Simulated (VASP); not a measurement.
All values below come from optB86b-vdW, VASP's PBE PAW potentials (set 64) (plane waves; VASP).

VASP input:

File POSCAR:
```
WSe2
1
    1.6354512479    -2.8326843329     0.0000000000
    1.6354512479     2.8326843329    -0.0000000000
   -0.0000000000    -0.0000000000    13.0221052415
W Se
2 4
Direct
  0.3333330000   0.6666670000   0.2500000000
  0.6666670000   0.3333330000   0.7500000000
  0.3333330000   0.6666670000   0.8789137139
  0.6666670000   0.3333330000   0.3789137139
  0.6666670000   0.3333330000   0.1210862861
  0.3333330000   0.6666670000   0.6210862861
```

KPOINTS:
```
Automatic mesh
0
Gamma
 7 7 2
```

INCAR:
```
SYSTEM = WSe2
PREC = Accurate
ENCUT = 520
EDIFF = 1E-6
NELM = 100
ALGO = Normal
LREAL = .FALSE.
LASPH = .TRUE.
ISMEAR = 0
SIGMA = 0.05
GGA = MK
PARAM1 = 0.1234
PARAM2 = 1.0
LUSE_VDW = .TRUE.
AGGAC = 0.0
LMAXMIX = 6
LWAVE = .FALSE.
LCHARG = .FALSE.
IBRION = 2
ISIF = 3
NSW = 60
EDIFFG = -0.02
```

POTCAR, in this order: W_sv Se (PBE.64 set). Program: vasp_std.

Output

### OSZICAR
```
       N       E                     dE             d eps       ncg     rms          rms(c)
DAV:   1     0.525664476268E+03    0.52566E+03   -0.28381E+04  1112   0.164E+03
DAV:   2     0.885746448470E+00   -0.52478E+03   -0.51430E+03  1208   0.428E+02
DAV:   3    -0.322477797734E+02   -0.33134E+02   -0.32256E+02  1208   0.956E+01
DAV:   4    -0.331734138237E+02   -0.92563E+00   -0.92051E+00  1212   0.156E+01
DAV:   5    -0.331964902853E+02   -0.23076E-01   -0.23063E-01  1287   0.232E+00    0.302E+01
DAV:   6    -0.317248980186E+02    0.14716E+01   -0.10162E+01  1129   0.177E+01    0.110E+01
DAV:   7    -0.315179691953E+02    0.20693E+00   -0.45501E+00  1131   0.899E+00    0.573E+00
DAV:   8    -0.313456711225E+02    0.17230E+00   -0.73930E-01  1273   0.479E+00    0.121E+00
DAV:   9    -0.313480450940E+02   -0.23740E-02   -0.67445E-02  1250   0.132E+00    0.778E-01
DAV:  10    -0.313466581656E+02    0.13869E-02   -0.20614E-02  1270   0.911E-01    0.206E-01
DAV:  11    -0.313465543066E+02    0.10386E-03   -0.32440E-03  1211   0.351E-01    0.175E-01
DAV:  12    -0.313465070755E+02    0.47231E-04   -0.13290E-04  1274   0.669E-02    0.107E-01
DAV:  13    -0.313464905449E+02    0.16531E-04   -0.17108E-04  1241   0.715E-02    0.420E-03
DAV:  14    -0.313464910628E+02   -0.51793E-06   -0.51071E-06  1047   0.138E-02
   1 F= -.31346491E+02 E0= -.31346491E+02  d E =-.313465E+02
       N       E                     dE             d eps       ncg     rms          rms(c)
DAV:   1    -0.327278821249E+02   -0.13814E+01   -0.36242E+01  1034   0.521E+01    0.122E+01
DAV:   2    -0.316390603755E+02    0.10888E+01   -0.85391E+00  1145   0.179E+01    0.352E+00
DAV:   3    -0.313343557093E+02    0.30470E+00   -0.23472E+00  1147   0.572E+00    0.188E+00
DAV:   4    -0.312579052023E+02    0.76451E-01   -0.31624E-01  1141   0.349E+00    0.751E-01
DAV:   5    -0.312560989204E+02    0.18063E-02   -0.36505E-02  1290   0.110E+00    0.777E-01
DAV:   6    -0.312551807786E+02    0.91814E-03   -0.11684E-02  1232   0.580E-01    0.304E-01
DAV:   7    -0.312547275944E+02    0.45318E-03   -0.23822E-03  1125   0.352E-01    0.899E-02
DAV:   8    -0.312547445468E+02   -0.16952E-04   -0.18391E-04  1339   0.741E-02    0.270E-02
DAV:   9    -0.312547364056E+02    0.81412E-05   -0.31059E-05  1090   0.251E-02    0.133E-02
DAV:  10    -0.312547368907E+02   -0.48517E-06   -0.61895E-06  1188   0.132E-02
   2 F= -.31254737E+02 E0= -.31254737E+02  d E =0.917542E-01
       N       E                     dE             d eps       ncg     rms          rms(c)
DAV:   1    -0.320141519823E+02   -0.75942E+00   -0.16073E+01  1034   0.336E+01    0.887E+00
DAV:   2    -0.315042239425E+02    0.50993E+00   -0.26178E+00  1107   0.107E+01    0.215E+00
DAV:   3    -0.314000273852E+02    0.10420E+00   -0.56045E-01  1162   0.305E+00    0.101E+00
DAV:   4    -0.313768262509E+02    0.23201E-01   -0.99432E-02  1181   0.196E+00    0.717E-01
DAV:   5    -0.313751580364E+02    0.16682E-02   -0.10971E-02  1163   0.682E-01    0.507E-01
DAV:   6    -0.313747246031E+02    0.43343E-03   -0.32323E-03  1385   0.300E-01    0.123E-01
DAV:   7    -0.313746697630E+02    0.54840E-04   -0.60013E-04  1160   0.168E-01    0.524E-02
DAV:   8    -0.313746618067E+02    0.79562E-05   -0.46258E-05  1213   0.477E-02    0.117E-02
DAV:   9    -0.313746618107E+02   -0.39709E-08   -0.31825E-06   979   0.101E-02
   3 F= -.31374662E+02 E0= -.31374662E+02  d E =-.281707E-01
       N       E                     dE             d eps       ncg     rms          rms(c)
DAV:   1    -0.313747237427E+02   -0.61936E-04   -0.14983E-03  1076   0.330E-01    0.856E-02
DAV:   2    -0.313746785156E+02    0.45227E-04   -0.26829E-04  1170   0.107E-01    0.216E-02
DAV:   3    -0.313746688961E+02    0.96196E-05   -0.62662E-05  1101   0.313E-02    0.103E-02
DAV:   4    -0.313746667875E+02    0.21085E-05   -0.10442E-05  1230   0.202E-02    0.596E-03
DAV:   5    -0.313746668790E+02   -0.91432E-07   -0.92321E-07   657   0.661E-03
   4 F= -.31374667E+02 E0= -.31374667E+02  d E =-.281758E-01
       N       E                     dE             d eps       ncg     rms          rms(c)
DAV:   1    -0.313847855704E+02   -0.10119E-01   -0.29609E-01  1006   0.402E+00    0.623E-01
DAV:   2    -0.313784479585E+02    0.63376E-02   -0.18208E-02  1126   0.844E-01    0.233E-01
DAV:   3    -0.313767396984E+02    0.17083E-02   -0.42768E-03  1126   0.387E-01    0.152E-01
DAV:   4    -0.313766448241E+02    0.94874E-04   -0.29709E-04  1186   0.965E-02    0.514E-02
DAV:   5    -0.313765983326E+02    0.46492E-04   -0.20519E-04  1170   0.863E-02    0.269E-02
DAV:   6    -0.313765968380E+02    0.14945E-05   -0.19753E-05  1238   0.269E-02    0.846E-03
DAV:   7    -0.313765970029E+02   -0.16485E-06   -0.17574E-06   777   0.723E-03
   5 F= -.31376597E+02 E0= -.31376597E+02  d E =-.193012E-02
```

### OUTCAR
```
------------------------ aborting loop because EDIFF is reached ----------------------------------------
  FORCE on cell =-STRESS in cart. coord.  units (eV):
  Direction    XX          YY          ZZ          XY          YZ          ZX
  --------------------------------------------------------------------------------------
  Total        0.0415369      0.0415369      0.0399206      0.0000000      0.0000000      0.0000000
  in kB        0.5394224      0.5394222      0.5184320      0.0000000      0.0000000      0.0000000
  external PRESSURE =       0.5324255 kB  Pullay stress =       0.0000000 kB
  volume of cell :      123.37
      direct lattice vectors                 reciprocal lattice vectors
     1.650403523 -2.858582425  0.000000000     0.302956212 -0.174911871 -0.000000000
     1.650403523  2.858582425  0.000000000     0.302956212  0.174911871 -0.000000000
     0.000000000 -0.000000000 13.075102300    -0.000000000  0.000000000  0.076481237
 POSITION                                       TOTAL-FORCE (eV/Angst)
 -----------------------------------------------------------------------------------
      1.65040      0.95286      3.26878         0.000000      0.000000     -0.000000
      1.65040     -0.95286      9.80633        -0.000000     -0.000000     -0.000000
      1.65040      0.95286     11.49430        -0.000000     -0.000000     -0.016057
      1.65040     -0.95286      4.95675        -0.000000      0.000000     -0.016057
      1.65040     -0.95286      1.58080         0.000000      0.000000      0.016057
      1.65040      0.95286      8.11835        -0.000000      0.000000      0.016057
 -----------------------------------------------------------------------------------
    total drift:                                0.000000      0.001072     -0.000034
  FREE ENERGIE OF THE ION-ELECTRON SYSTEM (eV)
  ---------------------------------------------------
  free  energy   TOTEN  =       -31.3765970029 eV

  energy  without entropy=      -31.3765970029  energy(sigma->0) =      -31.37659700

 reached required accuracy - stopping structural energy minimisation
```
(Selected blocks of OUTCAR.)

File CONTCAR:
```
WSe2
   1.00000000000000
     1.6504035233549290   -2.8585824248210638    0.0000000000000000
     1.6504035233549290    2.8585824248210638    0.0000000000000000
     0.0000000000000000   -0.0000000000000000   13.0751022995130555
  W               Se
     2     4
Direct
     0.3333330000000032    0.6666669999999968    0.2500000000000000
     0.6666669999999968    0.3333330000000032    0.7500000000000000
     0.3333330000000032    0.6666669999999968    0.8790986326386653
     0.6666669999999968    0.3333330000000032    0.3790986326386653
     0.6666669999999968    0.3333330000000032    0.1209013673613347
     0.3333330000000032    0.6666669999999968    0.6209013673613347
```

Energy and stress use the plane-wave basis of the starting cell.

The compound is WSe2 in the 2H layered structure. This run relaxes it. Symmetry was kept, so distortions that lower it aren't found. The start is the result of an earlier pass.
